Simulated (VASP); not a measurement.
Input:

```yaml
crystal:
  lattice:
    - [4.05165, 0.00000, 0.00000]
    - [0.00000, 4.05165, 0.00000]
    - [0.00000, 0.00000, 4.05165]
  atoms:
    - { symbol: K, position: [0.00000, 0.00000, 0.00000] }
    - { symbol: Ta, position: [0.50000, 0.50000, 0.50000] }
    - { symbol: O, position: [0.50000, 0.00000, 0.50000] }
    - { symbol: O, position: [0.00000, 0.50000, 0.50000] }
    - { symbol: O, position: [0.50000, 0.50000, 0.00000] }
```

Calculation: revPBE GGA, VASP's PBE PAW potentials (set 64) (plane waves; VASP 6.6.1). Settings: 520 eV cut-off, 6×6×6 Γ-centred mesh, tetrahedra with Blöchl corrections, potentials K_sv Ta_pv O.

Q: The job: KTaO$_{3}$ (cubic perovskite), 5 atoms, revPBE, static run, 520 eV, 6×6×6 Γ-centred mesh. Roughly how much core time does it take on a busy server core?

A: About 20 core-seconds (one run on a shared machine, a rough figure). It had 20 irreducible k-points, 23 bands, up to 1856 plane waves and 15 electronic steps.

The compound is KTaO3 in the cubic perovskite structure. It was relaxed first.
